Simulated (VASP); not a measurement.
Data:

```yaml
crystal:
  lattice:
    - [1.25269, -2.16972, 0.00000]
    - [1.25269, 2.16972, 0.00000]
    - [0.00000, 0.00000, 6.82243]
  atoms:
    - { symbol: B, position: [0.33333, 0.66667, 0.25000] }
    - { symbol: B, position: [0.66667, 0.33333, 0.75000] }
    - { symbol: N, position: [0.66667, 0.33333, 0.25000] }
    - { symbol: N, position: [0.33333, 0.66667, 0.75000] }
```

Computed with PBEsol GGA, VASP's PBE PAW potentials (set 64) (plane waves; VASP). Run with 520 eV cut-off, 10×10×4 Γ-centred mesh, Gaussian smearing of 0.010 eV, potentials B N.

Without a dispersion term in the relaxation, distances and binding between the weakly bound layers, chains or molecules are unreliable, and so is what depends on them.

Question: Give the electronic dielectric tensor ε∞ (DFPT, local fields included).

Answer: 
```
4.73  0.00  0.00
0.00  4.73  0.00
0.00  0.00  2.62
```

Question: Give the Born effective charges.

Answer: 
```json
[
 {"atom": "B1", "Z*xx": "2.71", "Z*yy": "2.71", "Z*zz": "0.70", "mean": "2.04"},
 {"atom": "B2", "Z*xx": "2.71", "Z*yy": "2.71", "Z*zz": "0.70", "mean": "2.04"},
 {"atom": "N3", "Z*xx": "-2.71", "Z*yy": "-2.71", "Z*zz": "-0.70", "mean": "-2.04"},
 {"atom": "N4", "Z*xx": "-2.71", "Z*yy": "-2.71", "Z*zz": "-0.70", "mean": "-2.04"}
]
```

Question: And the static tensor with the ions free?

Answer: 
```
6.46  0.00  0.00
0.00  6.46  0.00
0.00  0.00  3.00
```

Question: Which frequencies do the optical Γ-point modes have (no LO-TO splitting)?

Answer: 37 (×2), 81, 749, 794, 1358 (×4) cm⁻¹.

The compound is BN in the hex structure. It was relaxed first.
